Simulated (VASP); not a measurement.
Here is the system:

```xyz
1
Lattice="0.0000 1.9095 1.9095 1.9095 0.0000 1.9095 1.9095 1.9095 0.0000" Properties=species:S:1:pos:R:3 pbc="T T T"
Ir     0.0000     0.0000     0.0000
```

Method: LDA (Ceperley-Alder, Perdew-Zunger) with spin-orbit coupling, VASP's LDA PAW potentials (set 64) (plane waves; VASP). Settings: 400 eV cut-off, 15×15×15 Γ-centred mesh, Gaussian smearing of 0.050 eV, potentials Ir.

### Question
Give the energies of bands 1 to 12 at the high-symmetry points, in eV from the Fermi level.

### Answer

| band | Γ | X | U | L | W |
|---|---|---|---|---|---|
| 1 | -11.39 | -8.24 | -7.28 | -8.42 | -6.58 |
| 2 | -11.39 | -8.24 | -7.28 | -8.42 | -6.58 |
| 3 | -4.48 | -7.69 | -6.30 | -4.68 | -5.23 |
| 4 | -4.48 | -7.69 | -6.30 | -4.68 | -5.23 |
| 5 | -4.48 | 0.63 | -3.19 | -3.82 | -5.16 |
| 6 | -4.48 | 0.63 | -3.19 | -3.82 | -5.16 |
| 7 | -3.66 | 1.05 | -1.02 | -0.98 | -1.89 |
| 8 | -3.66 | 1.05 | -1.02 | -0.98 | -1.89 |
| 9 | -1.20 | 1.41 | 0.58 | 0.54 | 1.43 |
| 10 | -1.20 | 1.41 | 0.58 | 0.54 | 1.43 |
| 11 | -1.20 | 1.95 | 6.24 | 1.13 | 8.21 |
| 12 | -1.20 | 1.95 | 6.24 | 1.13 | 8.21 |

It has no gap at this level: it comes out as a metal or semimetal.

The structure comes from a computed database's Ir entry (Fm-3m); how it stands against other phases isn't given here. It was relaxed first.
